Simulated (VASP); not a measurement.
Output of a VASP run:

File OSZICAR:
```
...
DAV:   1     0.468880532950E+02    0.46888E+02   -0.55388E+03   336   0.906E+02
DAV:   2    -0.293585845974E+02   -0.76247E+02   -0.72464E+02   516   0.161E+02
DAV:   3    -0.343972506186E+02   -0.50387E+01   -0.50261E+01   416   0.467E+01
DAV:   4    -0.344596713372E+02   -0.62421E-01   -0.62361E-01   428   0.671E+00
DAV:   5    -0.344609541552E+02   -0.12828E-02   -0.12827E-02   436   0.936E-01    0.597E+00
DAV:   6    -0.320034876944E+02    0.24575E+01   -0.31395E+00   360   0.108E+01    0.635E+00
DAV:   7    -0.306010086881E+02    0.14025E+01   -0.21622E-01   364   0.423E+00    0.408E+00
DAV:   8    -0.318468398815E+02   -0.12458E+01   -0.14229E+00   372   0.771E+00    0.122E+00
DAV:   9    -0.308663663583E+02    0.98047E+00   -0.29408E-01   340   0.440E+00    0.598E-01
DAV:  10    -0.309580183539E+02   -0.91652E-01   -0.15794E-01   352   0.361E+00    0.189E-01
DAV:  11    -0.309207850163E+02    0.37233E-01   -0.26622E-02   344   0.211E+00    0.512E-01
DAV:  12    -0.309161900255E+02    0.45950E-02   -0.52837E-04   436   0.247E-01    0.441E-01
DAV:  13    -0.309331674053E+02   -0.16977E-01   -0.11564E-02   344   0.103E+00    0.841E-02
DAV:  14    -0.309334528143E+02   -0.28541E-03   -0.34362E-04   404   0.183E-01    0.613E-02
DAV:  15    -0.309341454033E+02   -0.69259E-03   -0.84011E-05   356   0.123E-01    0.499E-02
DAV:  16    -0.309341267591E+02    0.18644E-04   -0.10803E-04   360   0.133E-01    0.208E-02
DAV:  17    -0.309342929649E+02   -0.16621E-03   -0.61739E-05   356   0.106E-01    0.331E-02
DAV:  18    -0.309342014199E+02    0.91545E-04   -0.15288E-05   352   0.497E-02    0.163E-02
DAV:  19    -0.309342358329E+02   -0.34413E-04   -0.16962E-06   300   0.983E-03    0.138E-03
DAV:  20    -0.309342227850E+02    0.13048E-04   -0.10162E-06   252   0.117E-02    0.129E-03
DAV:  21    -0.309342303682E+02   -0.75832E-05   -0.90605E-08   188   0.355E-03    0.122E-03
DAV:  22    -0.309342246438E+02    0.57244E-05   -0.11417E-07   180   0.448E-03    0.210E-04
DAV:  23    -0.309342255560E+02   -0.91213E-06   -0.28652E-08   180   0.171E-03
   1 F= -.30934226E+02 E0= -.30934226E+02  d E =-.309342E+02
       N       E                     dE             d eps       ncg     rms          rms(c)
DAV:   1    -0.309354283949E+02   -0.12038E-02   -0.21888E-02   380   0.990E-01    0.217E-01
DAV:   2    -0.309346457340E+02    0.78266E-03   -0.20787E-03   380   0.283E-01    0.104E-01
DAV:   3    -0.309346150695E+02    0.30664E-04   -0.45348E-04   348   0.127E-01    0.451E-02
DAV:   4    -0.309345590096E+02    0.56060E-04   -0.18133E-05   376   0.477E-02    0.441E-02
DAV:   5    -0.309347120675E+02   -0.15306E-03   -0.31764E-05   336   0.710E-02    0.115E-02
DAV:   6    -0.309345510991E+02    0.16097E-03   -0.24941E-05   336   0.614E-02    0.911E-03
DAV:   7    -0.309345776091E+02   -0.26510E-04   -0.78698E-07   248   0.994E-03    0.501E-03
DAV:   8    -0.309345599136E+02    0.17696E-04   -0.19436E-07   176   0.504E-03    0.361E-03
DAV:   9    -0.309345712897E+02   -0.11376E-04   -0.57096E-07   224   0.865E-03    0.151E-03
DAV:  10    -0.309345563662E+02    0.14923E-04   -0.90076E-08   168   0.326E-03    0.793E-04
DAV:  11    -0.309345617348E+02   -0.53686E-05   -0.89057E-09   168   0.836E-04    0.424E-04
DAV:  12    -0.309345591299E+02    0.26049E-05   -0.27199E-09   168   0.586E-04    0.372E-04
DAV:  13    -0.309345609247E+02   -0.17948E-05   -0.10770E-09   168   0.407E-04    0.239E-04
DAV:  14    -0.309345602118E+02    0.71292E-06   -0.34316E-10   168   0.194E-04
   2 F= -.30934560E+02 E0= -.30934560E+02  d E =-.334656E-03
```

**OUTCAR**
```
------------------------ aborting loop because EDIFF is reached ----------------------------------------
  FORCE on cell =-STRESS in cart. coord.  units (eV):
  Direction    XX          YY          ZZ          XY          YZ          ZX
  --------------------------------------------------------------------------------------
  Total       -0.0543529     -0.0543529      0.0254856     -0.0000000      0.0000000      0.0000000
  in kB       -0.9636962     -0.9636962      0.4518696     -0.0000001      0.0000000      0.0000000
  external PRESSURE =      -0.4918409 kB  Pullay stress =       0.0000000 kB
  volume of cell :       90.36
      direct lattice vectors                 reciprocal lattice vectors
     4.030337840  0.000000007  0.000000000     0.248118157  0.143251051 -0.000000000
    -2.015168408  3.490374902  0.000000000    -0.000000000  0.286502174  0.000000000
     0.000000000  0.000000000  6.423615675     0.000000000 -0.000000000  0.155675565
 POSITION                                       TOTAL-FORCE (eV/Angst)
 -----------------------------------------------------------------------------------
      2.01517      1.16346      0.02440        -0.000000      0.000000     -0.018294
     -0.00000      2.32692      3.23621        -0.000000      0.000000     -0.018294
      2.01517      1.16346      3.99165        -0.000000      0.000000      0.018294
     -0.00000      2.32692      0.77984         0.000000     -0.000000      0.018294
 -----------------------------------------------------------------------------------
    total drift:                                0.000151     -0.000087     -0.001887
  FREE ENERGIE OF THE ION-ELECTRON SYSTEM (eV)
  ---------------------------------------------------
  free  energy   TOTEN  =       -30.9345602118 eV

  energy  without entropy=      -30.9345602118  energy(sigma->0) =      -30.93456021

 reached required accuracy - stopping structural energy minimisation
```
(Selected blocks of OUTCAR.)

### POSCAR
```
MgS
1
    4.0250031765     0.0000000062     0.0000000000
   -2.0125010775     3.4857549482     0.0000000000
   -0.0000000000     0.0000000000     6.4124927683
Mg S
2 2
Direct
  0.6666670000   0.3333330000   0.0040139097
  0.3333330000   0.6666670000   0.5040139097
  0.6666670000   0.3333330000   0.6211860903
  0.3333330000   0.6666670000   0.1211860903
```

### Question
Write an INCAR and KPOINTS that could have produced this output.

### Answer
One answer among several that fit: the input of the run itself, r2SCAN meta-GGA, plane waves, VASP's PBE PAW potentials (set 64).

**INCAR**
```
SYSTEM = MgS
PREC = Accurate
ENCUT = 400
EDIFF = 1E-6
NELM = 100
ALGO = Normal
LREAL = .FALSE.
LASPH = .TRUE.
ISMEAR = 0
SIGMA = 0.05
METAGGA = R2SCAN
LMIXTAU = .TRUE.
LWAVE = .FALSE.
LCHARG = .FALSE.
IBRION = 2
ISIF = 3
NSW = 60
EDIFFG = -0.02
```

**KPOINTS**
```
Automatic mesh
0
Gamma
6 6 3
0 0 0
```

POTCAR, in this order: Mg S (PBE.64 set). Program: vasp_std.

The structure was generated: MgS was put into the wurtzite type (P6_3mc), which need not be its known phase. This run relaxes it. Symmetry was kept, so distortions that lower it aren't found. The start is the result of an earlier pass.
